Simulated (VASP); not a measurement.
Level of theory: revTPSS meta-GGA, VASP's PBE PAW potentials (set 64) (plane waves; VASP).

Input for VASP

### POSCAR
```
Li2Se
1
   -0.0000000000     2.9854506505     2.9854506505
    2.9854506505     0.0000000000     2.9854506505
    2.9854506505     2.9854506505     0.0000000000
Li Se
2 1
Direct
  0.2500000000   0.2500000000   0.2500000000
  0.7500000000   0.7500000000   0.7500000000
  0.0000000000   1.0000000000   0.0000000000
```

File KPOINTS:
```
Automatic mesh
0
Gamma
  6 6 6
```

**INCAR**
```
LMIXTAU  =  .TRUE.
SIGMA  =  0.05
METAGGA  =  RTPSS
EDIFFG  =  -0.02   # ionic stop
SYSTEM  =  Li2Se
LMAXMIX  =  4   # l cut-off of mixed one-centre charges
LASPH  =  .TRUE.   # aspherical one-centre terms
PREC  =  Accurate
EDIFF  =  1E-6   # SCF stop (eV)
LREAL  =  .FALSE.
ENCUT  =  520   # plane-wave cut-off (eV)
NSW  =  60
LWAVE  =  .FALSE.
ISMEAR  =  0   # Gaussian
ISIF  =  3
IBRION  =  2   # conjugate gradients
NELM  =  100   # most electronic steps
ALGO  =  Normal
LCHARG  =  .FALSE.
```

POTCAR, in this order: Li_sv Se (PBE.64 set). Program: vasp_std.

**Question.** Estimate the energy per atom (σ→0), volume per atom, band gap (on the k-mesh).

**Answer.** 
The energy per atom (σ→0) is -1.789 eV/atom and the band gap (on the k-mesh) is 3.01 eV. The volume per atom is 17.65 Å^3/atom.

### OSZICAR
```
...
DAV:   1    -0.536668318840E+01   -0.10615E-02   -0.13953E-02   324   0.861E-01    0.164E-01
DAV:   2    -0.536599277364E+01    0.69041E-03   -0.16144E-03   338   0.329E-01    0.818E-02
DAV:   3    -0.536589433390E+01    0.98440E-04   -0.10828E-03   422   0.278E-01    0.517E-02
DAV:   4    -0.536592940102E+01   -0.35067E-04   -0.64458E-04   320   0.385E-01    0.420E-02
DAV:   5    -0.536528417573E+01    0.64523E-03   -0.24989E-03   320   0.685E-01    0.212E-02
DAV:   6    -0.536593113053E+01   -0.64695E-03   -0.63272E-04   320   0.355E-01    0.697E-03
DAV:   7    -0.536593128739E+01   -0.15687E-06   -0.60031E-06   422   0.260E-02
   2 F= -.53659313E+01 E0= -.53659313E+01  d E =-.309956E-03
```

The compound is Li2Se in the antifluorite structure. This run relaxes it. Symmetry was kept, so distortions that lower it aren't found.
